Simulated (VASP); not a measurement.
Calculation: MS2 meta-GGA, VASP's PBE PAW potentials (set 64) (plane waves; VASP).

The input files of a VASP run:

INCAR:
```
ALGO  =  Normal
EDIFF  =  1E-7
ENCUT  =  520
ISIF  =  2
ISMEAR  =  0
LASPH  =  .TRUE.
LCHARG  =  .FALSE.
LMIXTAU  =  .TRUE.
LREAL  =  .FALSE.
LWAVE  =  .FALSE.
METAGGA  =  MS2
NELM  =  100
PREC  =  Accurate
SIGMA  =  0.05
SYSTEM  =  Si
```

### POSCAR
```
Si
2.7414270
  0.0000000000   0.9999999175   0.9999999175
  0.9999999175   0.0000000000   0.9999999175
  0.9999999175   0.9999999175   0.0000000000
Si
2
direct
  0.0000000000   0.0000000000   0.0000000000
  0.2500000000   0.2500000000   0.2500000000
```

KPOINTS:
```
Automatic mesh
0
Gamma
8 8 8
0 0 0
```

POTCAR, in this order: Si (PBE.64 set). Program: vasp_std.

Output

**OSZICAR**
```
       N       E                     dE             d eps       ncg     rms          rms(c)
DAV:   1    -0.111077170105E+02   -0.11108E+02   -0.29920E+03   464   0.708E+02
DAV:   2    -0.264950618107E+02   -0.15387E+02   -0.15030E+02   728   0.754E+01
DAV:   3    -0.266488351900E+02   -0.15377E+00   -0.15377E+00   504   0.964E+00
DAV:   4    -0.266492387580E+02   -0.40357E-03   -0.40357E-03   752   0.577E-01
DAV:   5    -0.266492390325E+02   -0.27445E-06   -0.27441E-06   512   0.941E-03    0.814E+00
DAV:   6    -0.192697700635E+02    0.73795E+01   -0.29941E+00   488   0.136E+01    0.435E+00
DAV:   7    -0.193242617235E+02   -0.54492E-01   -0.39092E-01   464   0.647E+00    0.211E+00
DAV:   8    -0.194715444889E+02   -0.14728E+00   -0.12354E-01   472   0.543E+00    0.242E-01
DAV:   9    -0.192293740952E+02    0.24217E+00   -0.19323E-01   464   0.640E+00    0.123E-01
DAV:  10    -0.194305265621E+02   -0.20115E+00   -0.77537E-02   464   0.385E+00    0.950E-02
DAV:  11    -0.194726482314E+02   -0.42122E-01   -0.18050E-02   512   0.210E+00    0.636E-02
DAV:  12    -0.194764575171E+02   -0.38093E-02   -0.86570E-03   464   0.147E+00    0.223E-02
DAV:  13    -0.194769368282E+02   -0.47931E-03   -0.15796E-03   496   0.558E-01    0.161E-02
DAV:  14    -0.194769015655E+02    0.35263E-04   -0.27732E-05   696   0.718E-02    0.134E-02
DAV:  15    -0.194769170342E+02   -0.15469E-04   -0.15828E-05   496   0.590E-02    0.698E-03
DAV:  16    -0.194769041224E+02    0.12912E-04   -0.45924E-06   536   0.242E-02    0.394E-03
DAV:  17    -0.194769043691E+02   -0.24676E-06   -0.29771E-06   480   0.280E-02    0.248E-03
DAV:  18    -0.194769013227E+02    0.30464E-05   -0.11199E-06   552   0.142E-02    0.110E-03
DAV:  19    -0.194769019827E+02   -0.65997E-06   -0.53905E-08   472   0.350E-03    0.747E-04
DAV:  20    -0.194769010647E+02    0.91794E-06   -0.22462E-07   488   0.619E-03    0.143E-04
DAV:  21    -0.194769010893E+02   -0.24512E-07   -0.18127E-08   256   0.208E-03
   1 F= -.19476901E+02 E0= -.19476901E+02  d E =-.885887E-11
```

**OUTCAR**
```
------------------------ aborting loop because EDIFF is reached ----------------------------------------
  FORCE on cell =-STRESS in cart. coord.  units (eV):
  Direction    XX          YY          ZZ          XY          YZ          ZX
  --------------------------------------------------------------------------------------
  Total       -0.7287224     -0.7287224     -0.7287224      0.0000000      0.0000000      0.0000000
  in kB      -28.3343166    -28.3343166    -28.3343166      0.0000000      0.0000000      0.0000000
  external PRESSURE =     -28.3343166 kB  Pullay stress =       0.0000000 kB
  volume of cell :       41.21
      direct lattice vectors                 reciprocal lattice vectors
     0.000000000  2.741426774  2.741426774    -0.182386779  0.182386779  0.182386779
     2.741426774  0.000000000  2.741426774     0.182386779 -0.182386779  0.182386779
     2.741426774  2.741426774  0.000000000     0.182386779  0.182386779 -0.182386779
 POSITION                                       TOTAL-FORCE (eV/Angst)
 -----------------------------------------------------------------------------------
      0.00000      0.00000      0.00000        -0.000000      0.000000      0.000000
      1.37071      1.37071      1.37071         0.000000     -0.000000     -0.000000
 -----------------------------------------------------------------------------------
    total drift:                               -0.000000     -0.000000     -0.000000
  FREE ENERGIE OF THE ION-ELECTRON SYSTEM (eV)
  ---------------------------------------------------
  free  energy   TOTEN  =       -19.4769010893 eV

  energy  without entropy=      -19.4769010893  energy(sigma->0) =      -19.47690109
```
(Selected blocks of OUTCAR.)

The compound is Si in the diamond structure. This cell is one point of a volume scan, at 1.03 of the reference volume.
